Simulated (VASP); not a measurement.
# AlN: what moves the LDA gap besides the functional

How far does the LDA gap of AlN depend on cutoff, mesh and cell? The starting structure is a measured crystal structure from the Crystallography Open Database. Cell and atoms stay as given unless a step says otherwise.

Main program and level: VASP 6.6.1; Kohn-Sham DFT with plane waves and PAW; LDA.

## 1. The starting structure

Symmetry: P6_3mc, No. 186, hexagonal system. The conventional cell has a = 3.111 Å, b = 3.111 Å, c = 4.978 Å, α = 90.00°, β = 90.00°, γ = 120.00°. Nearest to Al lie 4 N at 1.89 to 1.92 Å. Nearest to N lie 4 Al at 1.89 to 1.92 Å. Farther neighbours and most contacts between anions are not listed.

## 2. Reference bands

INCAR

```
SYSTEM = AlN
PREC = Accurate
ENCUT = 460
EDIFF = 1E-06
NELM = 100
ISMEAR = 0
SIGMA = 0.03
LREAL = .FALSE.
ALGO = Normal
GGA = CA
NBANDS = 22
LORBIT = 11
LWAVE = .FALSE.
LCHARG = .FALSE.
KPAR = 4
```

POSCAR

```
AlN
1.0
    3.1110000000      0.0000000000      0.0000000000
   -1.5555000000      2.6942050312      0.0000000000
    0.0000000000      0.0000000000      4.9780000000
Al N
2 2
Direct
    0.6666666667      0.3333333333      0.5000000000
    0.3333333333      0.6666666667      0.0000000000
    0.6666666667      0.3333333333      0.8850000000
    0.3333333333      0.6666666667      0.3850000000
```

KPOINTS

```
Automatic mesh
0
Gamma
8 8 4
0 0 0
```

KPOINTS_OPT

```
Line mode
10
Line-mode
Reciprocal
  0.00000000   0.00000000   0.00000000 GAMMA
  0.50000000   0.00000000   0.00000000 M

  0.50000000   0.00000000   0.00000000 M
  0.33333333   0.33333333   0.00000000 K

  0.33333333   0.33333333   0.00000000 K
  0.00000000   0.00000000   0.00000000 GAMMA

  0.00000000   0.00000000   0.00000000 GAMMA
  0.00000000   0.00000000   0.50000000 A

  0.00000000   0.00000000   0.50000000 A
  0.50000000   0.00000000   0.50000000 L

  0.50000000   0.00000000   0.50000000 L
  0.33333333   0.33333333   0.50000000 H

  0.33333333   0.33333333   0.50000000 H
  0.00000000   0.00000000   0.50000000 A

  0.50000000   0.00000000   0.50000000 L
  0.50000000   0.00000000   0.00000000 M

  0.33333333   0.33333333   0.00000000 K
  0.33333333   0.33333333   0.50000000 H
```

The projector-augmented-wave data sets are Al and N (LDA family, release 64).

Run with:

```console
$ mpirun -np 4 vasp_std
```

The program printed:

```text
[banner, memory and clock lines left out]
running    4 mpi-ranks, on    1 nodes
 distrk:  each k-point on    1 cores,    4 groups
 distr:  one band on    1 cores,    1 groups

 POSCAR found type information on POSCAR AlN
 POSCAR found :  2 types and       4 ions
 LDA part: xc-table for (Slater(with rela. corr.)+CA(PZ))
 , standard interpolation
 POSCAR, INCAR and KPOINTS ok, starting setup
 FFT: planning ... GRIDC
 FFT: planning ... GRID_SOFT
 FFT: planning ... GRID
 WAVECAR not read
 entering main loop
       N       E                     dE             d eps       ncg     rms          rms(c)
DAV:   1     0.232050397859E+02    0.23205E+02   -0.62457E+03  1328   0.585E+02
DAV:   2    -0.357142685898E+02   -0.58919E+02   -0.55573E+02  1676   0.139E+02
DAV:   3    -0.378665225093E+02   -0.21523E+01   -0.21398E+01  1656   0.241E+01
DAV:   4    -0.378765610384E+02   -0.10039E-01   -0.10038E-01  1500   0.194E+00
DAV:   5    -0.378766611013E+02   -0.10006E-03   -0.10006E-03  1668   0.187E-01    0.122E+01
DAV:   6    -0.329440357646E+02    0.49326E+01   -0.75727E+00  1488   0.174E+01    0.423E+00
DAV:   7    -0.328964969944E+02    0.47539E-01   -0.50895E-01  1620   0.357E+00    0.292E+00
DAV:   8    -0.328363093403E+02    0.60188E-01   -0.76849E-02  1494   0.177E+00    0.424E-01
DAV:   9    -0.328332946088E+02    0.30147E-02   -0.47353E-03  1620   0.448E-01    0.246E-01
DAV:  10    -0.328335116555E+02   -0.21705E-03   -0.81751E-04  1422   0.147E-01    0.175E-01
DAV:  11    -0.328334152080E+02    0.96448E-04   -0.12777E-04  1566   0.678E-02    0.279E-02
DAV:  12    -0.328334144407E+02    0.76732E-06   -0.19812E-06  1514   0.783E-03
   1 F= -.32833414E+02 E0= -.32833414E+02  d E =-.301101E-17
 Start KPOINTS_OPT (optional k-point list driver)
k-point batch [1-30\90]
       N       E                     dE             ncg
DAV:   1     0.208809279879E+04   -0.10196E+05     1320
DAV:   2     0.407781633785E+03   -0.16803E+04     1660
DAV:   3     0.340673844310E+03   -0.67108E+02     1646
DAV:   4     0.340353050123E+03   -0.32079E+00     1542
DAV:   5     0.340349843237E+03   -0.32069E-02     1620
DAV:   6     0.340349796230E+03   -0.47008E-04     1530
DAV:   7     0.340349795525E+03   -0.70414E-06     1386
[...]
k-point batch [61-90\90]
       N       E                     dE             ncg
DAV:   1     0.198051574123E+04   -0.14788E+05     1320
DAV:   2     0.332031175853E+03   -0.16485E+04     1696
DAV:   3     0.275213496063E+03   -0.56818E+02     1662
DAV:   4     0.274932437306E+03   -0.28106E+00     1524
DAV:   5     0.274929519946E+03   -0.29174E-02     1652
DAV:   6     0.274929477123E+03   -0.42823E-04     1500
DAV:   7     0.274929476489E+03   -0.63416E-06     1366
```

Elapsed: 24 s, on 4 MPI ranks of AMD EPYC 7R43, shared host; peak memory 0.44 GiB; 89 s of CPU time.

Lines that name or quote the potential files are left out of all logs, and their timing lines are given in words.

From OUTCAR (step 2):

```text
ion  position               nearest neighbor table
   1  0.667  0.333  0.500-   4 1.89   4 1.89   4 1.89   3 1.92   2 3.07   2 3.07   2 3.07   2 3.07
                             2 3.07   2 3.07
   2  0.333  0.667  0.000-   3 1.89   3 1.89   3 1.89   4 1.92   1 3.07   1 3.07   1 3.07   1 3.07
                             1 3.07   1 3.07
   3  0.667  0.333  0.885-   2 1.89   2 1.89   2 1.89   1 1.92
   4  0.333  0.667  0.385-   1 1.89   1 1.89   1 1.89   2 1.92

  LATTYP: Found a hexagonal cell.
 ALAT       =     3.1110000000
 C/A-ratio  =     1.6001285760

 Subroutine GETGRP returns: Found 12 space group operations
 (whereof  6 operations were pure point group operations)

The static configuration has the point symmetry C_3v.
 The point group associated with its full space group is C_6v.

 Found     30 irreducible k-points:

   k-points           NKPTS =     30   k-points in BZ     NKDIM =     30   number of bands    NBANDS=     22

   dimension x,y,z NGX =    24 NGY =   24 NGZ =   36
   dimension x,y,z NGXF=    48 NGYF=   48 NGZF=   72

   ENCUT  =  460.0 eV  33.81 Ry    5.81 a.u.   5.44  5.44  8.71*2*pi/ulx,y,z

   NELECT =      16.0000    total number of electrons

 k-points in reciprocal lattice and weights: Automatic mesh
   0.00000000  0.00000000  0.00000000       0.004
   0.12500000 -0.00000000  0.00000000       0.023
   0.25000000 -0.00000000  0.00000000       0.023
   0.37500000 -0.00000000  0.00000000       0.023
   0.50000000 -0.00000000  0.00000000       0.012
   0.12500000  0.12500000  0.00000000       0.023
   0.25000000  0.12500000  0.00000000       0.047
   0.37500000  0.12500000  0.00000000       0.047
   0.25000000  0.25000000  0.00000000       0.023
[...]
0.25000000  0.25000000  0.50000000       0.023
   0.37500000  0.25000000  0.50000000       0.023

 average (electrostatic) potential at core
       1 -69.9387       2 -69.9387       3 -59.9019       4 -59.9019

 E-fermi :   6.1214

 k-point     1 :       0.0000    0.0000    0.0000
  band No.  band energies     occupation
    ...
      4       5.0046      2.00000
      5       5.0046      2.00000
      6       5.6614      2.00000
      7       5.6614      2.00000
      8       5.9551      2.00000
      9      10.1416      0.00000
     10      12.4573      0.00000
     11      16.4273      0.00000
     12      16.8418      0.00000
     13      16.8418      0.00000
    ...

 k-point     2 :       0.1250   -0.0000    0.0000
  band No.  band energies     occupation
    ...
      4       4.1320      2.00000
      5       4.7600      2.00000
      6       4.8503      2.00000
      7       5.6245      2.00000
      8       5.8598      2.00000
      9      10.9465      0.00000
     10      13.1807      0.00000
     11      15.5828      0.00000
     12      15.8064      0.00000
     13      17.4004      0.00000
    ...

 k-point     3 :       0.2500   -0.0000    0.0000
  band No.  band energies     occupation
    ...
      4       2.4014      2.00000
      5       3.4195      2.00000
      6       4.2923      2.00000
      7       5.4596      2.00000
      8       5.5031      2.00000
      9      12.0374      0.00000
     10      13.3675      0.00000
     11      13.8995      0.00000
     12      15.7782      0.00000
     13      17.3143      0.00000
    ...

  Total       -1.0124097     -1.0124097     -1.4250474      0.0000000     -0.0000000      0.0000000
  in kB      -38.8759789    -38.8759789    -54.7210397      0.0000000     -0.0000000      0.0000000
  external PRESSURE =     -44.1576658 kB  Pullay stress =       0.0000000 kB

  energy-cutoff  :      460.00
  volume of cell :       41.72
      direct lattice vectors                 reciprocal lattice vectors
     3.111000000  0.000000000  0.000000000     0.321440051  0.185583500  0.000000000
    -1.555500000  2.694205031  0.000000000     0.000000000  0.371167000  0.000000000
     0.000000000  0.000000000  4.978000000     0.000000000  0.000000000  0.200883889

 POSITION                                       TOTAL-FORCE (eV/Angst)
 -----------------------------------------------------------------------------------
      1.55550      0.89807      2.48900         0.000000      0.000000      0.186514
     -0.00000      1.79614      0.00000        -0.000000      0.000000      0.186514
      1.55550      0.89807      4.40553         0.000000      0.000000     -0.186514
     -0.00000      1.79614      1.91653        -0.000000     -0.000000     -0.186514
 -----------------------------------------------------------------------------------
    total drift:                               -0.000000      0.000000      0.000452

  FREE ENERGIE OF THE ION-ELECTRON SYSTEM (eV)
  ---------------------------------------------------
  free  energy   TOTEN  =       -32.8334144407 eV

  energy  without entropy=      -32.8334144407  energy(sigma->0) =      -32.83341444

 total charge
# of ion       s       p       d       tot
------------------------------------------
    1        0.375   0.451   0.000   0.826
    2        0.375   0.451   0.000   0.826
    3        1.214   2.607   0.000   3.821
    4        1.214   2.607   0.000   3.821
--------------------------------------------------
tot          3.178   6.117   0.000   9.295

[... 3 further parts left out ...]
```

At this level the cell is under a tension of 4.4 GPa, so at these settings it is away from equilibrium.

The reference gap is 4.186 eV.

## 3. Bands with cell and atoms relaxed by LDA

Against step 2 the input has another starting structure. The cell comes from a relaxation at this level, not shown (40.97 Å³).

INCAR is that of step 2.

POSCAR

```
AlN
1.0
    3.0919570906      0.0000000000      0.0000000000
   -1.5459785453      2.6777133879      0.0000000000
    0.0000000000      0.0000000000      4.9488155885
Al N
2 2
Direct
    0.6666666667      0.3333333333      0.5015154486
    0.3333333333      0.6666666667      0.0015154486
    0.6666666667      0.3333333333      0.8834845514
    0.3333333333      0.6666666667      0.3834845514
```

KPOINTS is that of step 2.

KPOINTS_OPT is that of step 2.

Run with:

```console
$ mpirun -np 4 vasp_std
```

The program printed:

```text
[... set-up lines as in an earlier step ...]
 entering main loop
       N       E                     dE             d eps       ncg     rms          rms(c)
DAV:   1     0.268581268497E+02    0.26858E+02   -0.64746E+03  1320   0.593E+02
DAV:   2    -0.357074075149E+02   -0.62566E+02   -0.59270E+02  1660   0.143E+02
DAV:   3    -0.379580543616E+02   -0.22506E+01   -0.22393E+01  1650   0.247E+01
DAV:   4    -0.379688526964E+02   -0.10798E-01   -0.10798E-01  1518   0.202E+00
[...]
DAV:  10    -0.328448743193E+02   -0.20271E-03   -0.77265E-04  1446   0.143E-01    0.164E-01
DAV:  11    -0.328447861569E+02    0.88162E-04   -0.11859E-04  1566   0.654E-02    0.261E-02
DAV:  12    -0.328447854877E+02    0.66919E-06   -0.18822E-06  1510   0.766E-03
   1 F= -.32844785E+02 E0= -.32844785E+02  d E =-.431217E-12
 Start KPOINTS_OPT (optional k-point list driver)
k-point batch [1-30\90]
       N       E                     dE             ncg
DAV:   1     0.214513344445E+04   -0.10903E+05     1328
DAV:   2     0.469800078711E+03   -0.16753E+04     1600
DAV:   3     0.407637125575E+03   -0.62163E+02     1620
DAV:   4     0.407347293314E+03   -0.28983E+00     1506
DAV:   5     0.407344378666E+03   -0.29146E-02     1632
DAV:   6     0.407344336311E+03   -0.42355E-04     1500
DAV:   7     0.407344335685E+03   -0.62625E-06     1404
[...]
k-point batch [61-90\90]
       N       E                     dE             ncg
DAV:   1     0.201698724356E+04   -0.14658E+05     1320
DAV:   2     0.398587813257E+03   -0.16184E+04     1692
DAV:   3     0.341289258341E+03   -0.57299E+02     1658
DAV:   4     0.341008984385E+03   -0.28027E+00     1524
DAV:   5     0.341006160331E+03   -0.28241E-02     1638
DAV:   6     0.341006119999E+03   -0.40332E-04     1524
DAV:   7     0.341006119416E+03   -0.58270E-06     1380
```

Elapsed: 28 s, on 4 MPI ranks; peak memory 0.44 GiB; 98 s of CPU time.

Parts of OUTCAR (step 3):

```text
  Total       -0.1764598     -0.1764598     -0.1780194      0.0000000     -0.0000000      0.0000000
  in kB       -6.9001344     -6.9001344     -6.9611212      0.0000000     -0.0000000      0.0000000
  external PRESSURE =      -6.9204633 kB  Pullay stress =       0.0000000 kB

 POSITION                                       TOTAL-FORCE (eV/Angst)
 -----------------------------------------------------------------------------------
      1.54598      0.89257      2.48191        -0.000000     -0.000000      0.001037
     -0.00000      1.78514      0.00750        -0.000000      0.000000      0.001037
      1.54598      0.89257      4.37220         0.000000      0.000000     -0.001037
     -0.00000      1.78514      1.89779        -0.000000      0.000000     -0.001037
 -----------------------------------------------------------------------------------
    total drift:                               -0.000000      0.000000     -0.000534

  FREE ENERGIE OF THE ION-ELECTRON SYSTEM (eV)
  ---------------------------------------------------
  free  energy   TOTEN  =       -32.8447854877 eV

  energy  without entropy=      -32.8447854877  energy(sigma->0) =      -32.84478549

[... 1 part as in an earlier step ...]

[... 2 further parts left out ...]
[key lines of the parts left out:]
E-fermi :   6.2126
```

With cell and atoms relaxed by LDA the gap is 4.395 eV, +0.208 eV from the reference.

## 4. Bands with no band path

Against step 2 the input has no band path (also changed: NBANDS).

Edit INCAR of step 3 so:

```diff
@@ -10,3 +10,3 @@
 GGA = CA
-NBANDS = 22
+NBANDS = 14
 LORBIT = 11
```

POSCAR

```
AlN
1.0
    3.1110000000      0.0000000000      0.0000000000
   -1.5555000000      2.6942050312      0.0000000000
    0.0000000000      0.0000000000      4.9780000000
Al N
2 2
Direct
    0.6666666667      0.3333333333      0.5000000000
    0.3333333333      0.6666666667      0.0000000000
    0.6666666667      0.3333333333      0.8850000000
    0.3333333333      0.6666666667      0.3850000000
```

KPOINTS is that of step 3.

Run with:

```console
$ mpirun -np 4 vasp_std
```

The program printed:

```text
[... set-up lines as in an earlier step ...]
 entering main loop
       N       E                     dE             d eps       ncg     rms          rms(c)
DAV:   1     0.339637227259E+02    0.33964E+02   -0.67686E+03   840   0.918E+02
DAV:   2    -0.348618947711E+02   -0.68826E+02   -0.63326E+02  1196   0.182E+02
DAV:   3    -0.378587939606E+02   -0.29969E+01   -0.29850E+01  1134   0.394E+01
DAV:   4    -0.378764762176E+02   -0.17682E-01   -0.17680E-01   960   0.364E+00
[...]
DAV:  10    -0.328334685924E+02   -0.16681E-03   -0.74324E-04   966   0.185E-01    0.115E-01
DAV:  11    -0.328334147705E+02    0.53822E-04   -0.11424E-04  1014   0.842E-02    0.212E-02
DAV:  12    -0.328334143903E+02    0.38027E-06   -0.20306E-06   976   0.110E-02
   1 F= -.32833414E+02 E0= -.32833414E+02  d E =-.116095E-10
```

Elapsed: 6.8 s, on 4 MPI ranks; peak memory 0.36 GiB.

From OUTCAR (step 4):

```text
  Total       -1.0132988     -1.0132988     -1.4260674      0.0000000      0.0000000      0.0000000
  in kB      -38.9101200    -38.9101200    -54.7602067      0.0000000      0.0000000      0.0000000
  external PRESSURE =     -44.1934822 kB  Pullay stress =       0.0000000 kB

 POSITION                                       TOTAL-FORCE (eV/Angst)
 -----------------------------------------------------------------------------------
      1.55550      0.89807      2.48900         0.000000     -0.000000      0.186514
     -0.00000      1.79614      0.00000        -0.000000      0.000000      0.186514
      1.55550      0.89807      4.40553        -0.000000      0.000000     -0.186514
     -0.00000      1.79614      1.91653         0.000000      0.000000     -0.186514
 -----------------------------------------------------------------------------------
    total drift:                               -0.000000      0.000000      0.000468

  FREE ENERGIE OF THE ION-ELECTRON SYSTEM (eV)
  ---------------------------------------------------
  free  energy   TOTEN  =       -32.8334143903 eV

  energy  without entropy=      -32.8334143902  energy(sigma->0) =      -32.83341439

[... 1 part as in an earlier step ...]

[... 2 further parts left out ...]
[key lines of the parts left out:]
E-fermi :   6.0736
```

With no band path the gap is 4.186 eV, +0.000 eV from the reference, read on the mesh alone.

## 5. Bands with a cutoff of 640 eV

Against step 2 the input has ENCUT = 640.

Edit INCAR of step 4 so:

```diff
@@ -2,3 +2,3 @@
 PREC = Accurate
-ENCUT = 460
+ENCUT = 640
 EDIFF = 1E-06
@@ -10,3 +10,3 @@
 GGA = CA
-NBANDS = 14
+NBANDS = 22
 LORBIT = 11
```

POSCAR is that of step 4.

KPOINTS is that of step 4.

KPOINTS_OPT is that of step 3.

Run with:

```console
$ mpirun -np 4 vasp_std
```

The program printed:

```text
[... set-up lines as in an earlier step ...]
 entering main loop
       N       E                     dE             d eps       ncg     rms          rms(c)
DAV:   1     0.432400279890E+02    0.43240E+02   -0.78908E+03  1320   0.770E+02
DAV:   2    -0.344906463175E+02   -0.77731E+02   -0.72126E+02  1632   0.164E+02
DAV:   3    -0.378662106287E+02   -0.33756E+01   -0.33537E+01  1656   0.310E+01
DAV:   4    -0.378837196505E+02   -0.17509E-01   -0.17507E-01  1530   0.264E+00
[...]
DAV:  11    -0.328329369144E+02    0.80111E-04   -0.10242E-04  1566   0.612E-02    0.269E-02
DAV:  12    -0.328329358965E+02    0.10180E-05   -0.23031E-06  1536   0.926E-03    0.604E-03
DAV:  13    -0.328329357105E+02    0.18600E-06   -0.62794E-07   858   0.489E-03
   1 F= -.32832936E+02 E0= -.32832936E+02  d E =-.322941E-17
 Start KPOINTS_OPT (optional k-point list driver)
k-point batch [1-30\90]
       N       E                     dE             ncg
DAV:   1     0.239292937589E+04   -0.12803E+05     1320
DAV:   2     0.424222595833E+03   -0.19687E+04     1624
DAV:   3     0.340703402614E+03   -0.83519E+02     1666
DAV:   4     0.340270943675E+03   -0.43246E+00     1530
DAV:   5     0.340266636943E+03   -0.43067E-02     1620
DAV:   6     0.340266572948E+03   -0.63995E-04     1500
DAV:   7     0.340266571977E+03   -0.97136E-06     1400
[...]
k-point batch [61-90\90]
       N       E                     dE             ncg
DAV:   1     0.229990545957E+04   -0.18041E+05     1320
DAV:   2     0.352666512490E+03   -0.19472E+04     1678
DAV:   3     0.275217830372E+03   -0.77449E+02     1662
DAV:   4     0.274814454474E+03   -0.40338E+00     1506
DAV:   5     0.274810215485E+03   -0.42390E-02     1640
DAV:   6     0.274810151298E+03   -0.64187E-04     1518
DAV:   7     0.274810150290E+03   -0.10078E-05     1386
DAV:   8     0.274810150190E+03   -0.10013E-06     1050
```

Elapsed: 39 s, on 4 MPI ranks; peak memory 0.57 GiB; 2.4 min of CPU time.

(Part 1 of 2 ends here.)

[Lines on the potential files, build, host, timing and source positions are cut from VASP's logs without a mark.]

[Logs are printed without paths, hosts, clocks, repeated set-up lines and the standing remarks that a program may print on its own settings, such as how far it seeks lower states.]

[Hosts, paths, dates, database ids (printed as entryN), source tags and the programs' standing remarks are cut or masked in the printed files.]
